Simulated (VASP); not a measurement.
Data:

```xyz
2
Lattice="0.0000 2.8835 2.8835 2.8835 0.0000 2.8835 2.8835 2.8835 0.0000" Properties=species:S:1:pos:R:3 pbc="T T T"
Cd     0.0000     0.0000     0.0000
S      1.4418     1.4418     1.4418
```

Level of theory: PBE GGA, VASP's PBE PAW potentials (set 64) (plane waves; VASP). Settings: 300 eV cut-off, 10×10×10 Γ-centred mesh, Gaussian smearing of 0.010 eV, potentials Cd S.

At this cut-off the stress carries a Pulay error, which pulls relaxed volumes low.

Problem. Estimate the energy per atom (σ→0), pressure, band gap (on the k-mesh) with the smallest direct gap where there is one.

Solution. 
```yaml
band gap (on the k-mesh): 1.21 eV
smallest direct gap (on the k-mesh): 1.21 eV
energy per atom (σ→0): -3.034 eV/atom
pressure: 5.56 GPa
```

Only differences to runs with the same potentials and settings are physical.

The structure comes from a computed database's CdS entry; how it stands against other phases isn't given here. The cell was not relaxed at this level.
